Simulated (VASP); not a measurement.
Level of theory: PBEsol GGA, VASP's PBE PAW potentials (set 64) (plane waves; VASP). Each cell was relaxed at this level, without spin-orbit coupling.

Question: Which of these comes out without a gap?
A. La2O3, P-3m1 (164)
B. PbI2, P-3m1 (164)
C. CdO, Fm-3m (225)
D. RbCl, Fm-3m (225)

Answer: C, CdO, Fm-3m (225). The others have gaps of 2.13 eV (PbI2, P-3m1 (164)), 3.78 eV (La2O3, P-3m1 (164)), 4.89 eV (RbCl, Fm-3m (225)).
